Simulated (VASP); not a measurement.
```
CELL_PARAMETERS angstrom
      6.24828     3.60745     2.37155
     -6.24828     3.60745     2.37155
      0.00000    -7.21490     2.37155
ATOMIC_POSITIONS crystal
  Si 0.21436 0.72975 0.94305
  Si 0.78564 0.27025 0.05695
  Si 0.94305 0.21436 0.72975
  Si 0.05695 0.78564 0.27025
  Si 0.72975 0.94305 0.21436
  Si 0.27025 0.05695 0.78564
  O  0.53691 0.22271 0.97005
  O  0.46309 0.77729 0.02995
  O  0.97005 0.53691 0.22271
  O  0.02995 0.46309 0.77729
  O  0.22271 0.97005 0.53691
  O  0.77729 0.02995 0.46309
  O  0.83429 0.15664 0.19615
  O  0.16571 0.84336 0.80385
  O  0.19615 0.83429 0.15664
  O  0.80385 0.16571 0.84336
  O  0.15664 0.19615 0.83429
  O  0.84336 0.80385 0.16571
```

These are r2SCAN meta-GGA, VASP's PBE PAW potentials (set 64) (plane waves; VASP) values and carry that method's errors. Numerical set-up: LREAL = Auto, 520 eV cut-off, 4×4×4 Γ-centred mesh, tetrahedra with Blöchl corrections, potentials Si O.

The cores are frozen, which limits the accuracy of field gradients.

Give the principal components of the electric field gradient (V/Å²) and the asymmetry η at each nucleus.

```tsv
atom	Vxx	Vyy	Vzz	η
Si1	4.8	3.3	-8.1	0.18
Si2	4.8	3.3	-8.1	0.18
Si3	4.8	3.3	-8.1	0.18
Si4	4.8	3.3	-8.1	0.18
Si5	4.8	3.3	-8.1	0.18
Si6	4.8	3.3	-8.1	0.18
O7	-50.8	-37.3	88.1	0.15
O8	-50.8	-37.3	88.1	0.15
O9	-50.8	-37.3	88.1	0.15
O10	-50.8	-37.3	88.1	0.15
O11	-50.8	-37.3	88.1	0.15
O12	-50.8	-37.3	88.1	0.15
O13	-52.2	-35.1	87.2	0.20
O14	-52.2	-35.1	87.2	0.20
O15	-52.2	-35.1	87.2	0.20
O16	-52.2	-35.1	87.2	0.20
O17	-52.2	-35.1	87.2	0.20
O18	-52.2	-35.1	87.2	0.20
```

The structure comes from a computed database's SiO2 entry (R-3); how it stands against other phases isn't given here. It was relaxed first.
